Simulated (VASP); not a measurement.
Output of a VASP run:

OUTCAR:
```
 ion  position               nearest neighbor table
   1  0.000  0.000  0.000-   2 2.57   2 2.57   2 2.57   2 2.57   2 2.57   2 2.57
   2  0.500  0.500  0.500-   1 2.57   1 2.57   1 2.57   1 2.57   1 2.57   1 2.57
  LATTYP: Found a face centered cubic cell.
 ALAT       =     5.1400000000
 Subroutine PRICEL returns:
 Original cell was already a primitive cell.
 Subroutine GETGRP returns: Found 48 space group operations
The static configuration has the point symmetry O_h .
The dynamic configuration has the point symmetry O_h .
 Subroutine INISYM returns: Found 48 space group operations
 Subroutine IBZKPT returns following result:
 Found     29 irreducible k-points:

 Following reciprocal coordinates:
            Coordinates               Weight
  0.000000  0.000000  0.000000      1.000000
  0.125000  0.000000  0.000000      8.000000
  0.250000  0.000000  0.000000      8.000000
  0.375000  0.000000  0.000000      8.000000
  0.500000  0.000000  0.000000      4.000000
  0.125000  0.125000  0.000000      6.000000
  0.250000  0.125000  0.000000     24.000000
  0.375000  0.125000  0.000000     24.000000
  0.500000  0.125000  0.000000     24.000000
 -0.375000  0.125000  0.000000     24.000000
 -0.250000  0.125000  0.000000     24.000000
 -0.125000  0.125000  0.000000     12.000000
  0.250000  0.250000  0.000000      6.000000
  0.375000  0.250000  0.000000     24.000000
  0.500000  0.250000  0.000000     24.000000
 -0.375000  0.250000  0.000000     24.000000
 -0.250000  0.250000  0.000000     12.000000
  0.375000  0.375000  0.000000      6.000000
  0.500000  0.375000  0.000000     24.000000
 -0.375000  0.375000  0.000000     12.000000
  0.500000  0.500000  0.000000      3.000000
  0.375000  0.250000  0.125000     24.000000
  0.500000  0.250000  0.125000     48.000000
 -0.375000  0.250000  0.125000     24.000000
  0.500000  0.375000  0.125000     24.000000
 -0.375000  0.375000  0.125000     48.000000
 -0.250000  0.375000  0.125000     24.000000
 -0.375000  0.500000  0.125000     12.000000
 -0.250000  0.500000  0.250000      6.000000
   k-points           NKPTS =     29   k-points in BZ     NKDIM =     29   number of bands    NBANDS=      9
   number of dos      NEDOS =    301   number of ions     NIONS =      2
   total plane-waves  NPLWV =  21952
   dimension x,y,z NGX =    28 NGY =   28 NGZ =   28
   dimension x,y,z NGXF=    56 NGYF=   56 NGZF=   56
   ions per type =               1   1
   PREC   = accura    normal or accurate (medium, high low for compatibility)
   ISTART =      0    job   : 0-new  1-cont  2-samecut
   ICHARG =      2    charge: 1-file 2-atom 10-const
   ISPIN  =      1    spin polarized calculation?
   LNONCOLLINEAR =      F non collinear calculations
   LSORBIT =      F    spin-orbit coupling
   INIWAV =      1    electr: 0-lowe 1-rand  2-diag
   ENCUT  =  520.0 eV  38.22 Ry    6.18 a.u.   6.76  6.76  6.76*2*pi/ulx,y,z
   NELM   =    100;   NELMIN=  2; NELMDL= -5     # of ELM steps
   EDIFF  = 0.1E-05   stopping-criterion for ELM
   LREAL  =      F    real-space projection
   NLSPLINE    = F    spline interpolate recip. space projectors
   LMAXMIX     =    2 max onsite mixed and CHGCAR
   VOSKOWN=      0    Vosko Wilk Nusair interpolation
   EDIFFG = -.1E-01   stopping-criterion for IOM
   NSW    =     60    number of steps for IOM
   NBLOCK =      1;   KBLOCK =     60    inner block; outer block
   IBRION =      2    ionic relax: 0-MD 1-quasi-New 2-CG
   NFREE  =      1    steps in history (QN), initial steepest desc. (CG)
   ISIF   =      3    stress and relaxation
   ISYM   =      2    0-nonsym 1-usesym 2-fastsym
   TEIN   =    0.0    initial temperature
   TEBEG  =    0.0;   TEEND  =   0.0 temperature during run
   SMASS  =  -3.00    Nose mass-parameter (am)
   PSTRESS=    0.0 pullay stress
   NELECT =      10.0000    total number of electrons
   EFERMI =   0.00;   METHOD = LEGACY
   ISMEAR =     0;   SIGMA  =   0.05  broadening in eV -4-tet -1-fermi 0-gaus
   IALGO  =     38    algorithm
...
```

### OSZICAR
```
       N       E                     dE             d eps       ncg     rms          rms(c)
DAV:   1     0.463891495144E+02    0.46389E+02   -0.42810E+03   522   0.102E+03
DAV:   2    -0.489412234852E+01   -0.51283E+02   -0.49572E+02   720   0.163E+02
DAV:   3    -0.700055145669E+01   -0.21064E+01   -0.21046E+01   631   0.398E+01
DAV:   4    -0.706022014062E+01   -0.59669E-01   -0.59575E-01   802   0.628E+00
DAV:   5    -0.706067993053E+01   -0.45979E-03   -0.45978E-03   699   0.543E-01    0.266E+00
DAV:   6    -0.699435054867E+01    0.66329E-01   -0.17911E-01   583   0.262E+00    0.200E+00
DAV:   7    -0.700329780473E+01   -0.89473E-02   -0.73161E-02   691   0.189E+00    0.105E+00
DAV:   8    -0.701110240815E+01   -0.78046E-02   -0.15428E-02   561   0.109E+00    0.154E-01
DAV:   9    -0.701114595077E+01   -0.43543E-04   -0.38136E-04   757   0.169E-01    0.536E-02
DAV:  10    -0.701131724673E+01   -0.17130E-03   -0.35710E-04   542   0.171E-01    0.248E-02
DAV:  11    -0.701133220919E+01   -0.14962E-04   -0.86558E-06   775   0.302E-02    0.659E-03
DAV:  12    -0.701133591794E+01   -0.37087E-05   -0.12121E-06   549   0.107E-02    0.220E-03
DAV:  13    -0.701133557241E+01    0.34553E-06   -0.22505E-07   434   0.465E-03
   1 F= -.70113356E+01 E0= -.70113356E+01  d E =-.701134E+01
       N       E                     dE             d eps       ncg     rms          rms(c)
DAV:   1    -0.706354001973E+01   -0.52204E-01   -0.85742E-01   522   0.687E+00    0.139E+00
DAV:   2    -0.702590062072E+01    0.37639E-01   -0.99125E-02   668   0.225E+00    0.490E-01
DAV:   3    -0.702078314370E+01    0.51175E-02   -0.19978E-02   541   0.912E-01    0.306E-01
DAV:   4    -0.702057526732E+01    0.20788E-03   -0.58296E-04   834   0.238E-01    0.659E-02
DAV:   5    -0.702054056722E+01    0.34700E-04   -0.81776E-05   700   0.846E-02    0.221E-02
DAV:   6    -0.702054869325E+01   -0.81260E-05   -0.35123E-06   595   0.243E-02    0.563E-03
DAV:   7    -0.702054847433E+01    0.21892E-06   -0.71211E-07   339   0.834E-03
   2 F= -.70205485E+01 E0= -.70205485E+01  d E =-.921290E-02
       N       E                     dE             d eps       ncg     rms          rms(c)
DAV:   1    -0.708068316623E+01   -0.60134E-01   -0.11260E+00   522   0.781E+00    0.158E+00
DAV:   2    -0.703054171859E+01    0.50141E-01   -0.13357E-01   669   0.259E+00    0.558E-01
DAV:   3    -0.702396064155E+01    0.65811E-02   -0.25970E-02   540   0.104E+00    0.347E-01
DAV:   4    -0.702371318004E+01    0.24746E-03   -0.78358E-04   817   0.279E-01    0.740E-02
DAV:   5    -0.702367308005E+01    0.40100E-04   -0.10829E-04   699   0.985E-02    0.249E-02
DAV:   6    -0.702368239198E+01   -0.93119E-05   -0.44563E-06   603   0.273E-02    0.678E-03
DAV:   7    -0.702368269938E+01   -0.30740E-06   -0.11048E-06   424   0.990E-03
   3 F= -.70236827E+01 E0= -.70236827E+01  d E =-.123471E-01
```

File OUTCAR:
```
------------------------ aborting loop because EDIFF is reached ----------------------------------------
  FORCE on cell =-STRESS in cart. coord.  units (eV):
  Direction    XX          YY          ZZ          XY          YZ          ZX
  --------------------------------------------------------------------------------------
  Total       -0.0186380     -0.0186380     -0.0186380      0.0000000      0.0000000     -0.0000000
  in kB       -0.8251419     -0.8251419     -0.8251419      0.0000000      0.0000000     -0.0000000
  external PRESSURE =      -0.8251419 kB  Pullay stress =       0.0000000 kB
  volume of cell :       36.19
      direct lattice vectors                 reciprocal lattice vectors
     0.000000000  2.625330378  2.625330378    -0.190452221  0.190452221  0.190452221
     2.625330378  0.000000000  2.625330378     0.190452221 -0.190452221  0.190452221
     2.625330378  2.625330378  0.000000000     0.190452221  0.190452221 -0.190452221
  FREE ENERGIE OF THE ION-ELECTRON SYSTEM (eV)
  ---------------------------------------------------
  free  energy   TOTEN  =        -7.0236826994 eV

  energy  without entropy=       -7.0236826994  energy(sigma->0) =       -7.02368270

 reached required accuracy - stopping structural energy minimisation
```
(Selected blocks of OUTCAR.)

File POSCAR:
```
LiCl
1
    0.0000000000     2.5700000000     2.5700000000
    2.5700000000     0.0000000000     2.5700000000
    2.5700000000     2.5700000000     0.0000000000
Li Cl
1 1
Direct
  0.0000000000   0.0000000000   0.0000000000
  0.5000000000   0.5000000000   0.5000000000
```

Reconstruct the remaining input files.

This is not unique; one that fits is the input of the run itself, RPBE GGA, plane waves, VASP's PBE PAW potentials (set 64).

INCAR:
```
SYSTEM = LiCl
PREC = Accurate
ENCUT = 520
EDIFF = 1E-6
NELM = 100
ALGO = Normal
LREAL = .FALSE.
LASPH = .TRUE.
ISMEAR = 0
SIGMA = 0.05
GGA = RP
LWAVE = .FALSE.
LCHARG = .FALSE.
IBRION = 2
ISIF = 3
NSW = 60
EDIFFG = -0.01
```

**KPOINTS**
```
K-points
0
G
 8 8 8
0 0 0
```

POTCAR, in this order: Li_sv Cl (PBE.64 set). Program: vasp_std.

Energy and stress use the plane-wave basis of the starting cell.

The compound is LiCl in the rock salt structure. This run relaxes it. Symmetry was kept, so distortions that lower it aren't found.
